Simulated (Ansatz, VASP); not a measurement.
One calculation of Be3AsN, two programs

```xyz
5
Lattice="3.5334 0.0000 0.0000 0.0000 3.5334 0.0000 0.0000 0.0000 3.5334" Properties=species:S:1:pos:R:3 pbc="T T T"
Be    0.0000    1.7667    1.7667
Be    1.7667    0.0000    1.7667
Be    1.7667    1.7667    0.0000
As    0.0000    0.0000    0.0000
N     1.7667    1.7667    1.7667
```

The cell comes from a database or a generator and needn't be the stable form of this composition.

Alike in both runs: task relaxation of cell and atoms; functional PBE; k mesh 6 × 6 × 6; occupations gaussian, width 0.1 eV; no spin polarisation.

|  | VASP | Ansatz |
| --- | --- | --- |
| version | VASP 6.6.1 | Ansatz 0.2.0 |
| potentials or method | VASP PAW PBE potentials, release 64 (Be, As, N) | scalar-relativistic, plane waves, PAW |
| plane-wave cutoff (eV) | 600 | 420 |
| valence electrons in the cell | 16 | 26 |

```tsv
	VASP	Ansatz	Ansatz less VASP
gap on the k mesh at the Fermi level, each at its own relaxed structure (eV)	0.86	0.87	+0.015
relaxed volume (Å³/atom)	9.46	9.41	-0.046
relaxed cell length with the largest relative difference (Å)	3.616	3.610	-0.0059
energy change over the relaxation (meV/atom)	-22	-20	+1.3
```

The two sets of potentials don't hold the same shells in valence.

 A k mesh can miss the band edges. Expect the measured gap to be larger: semilocal functionals such as PBE lack the derivative discontinuity.
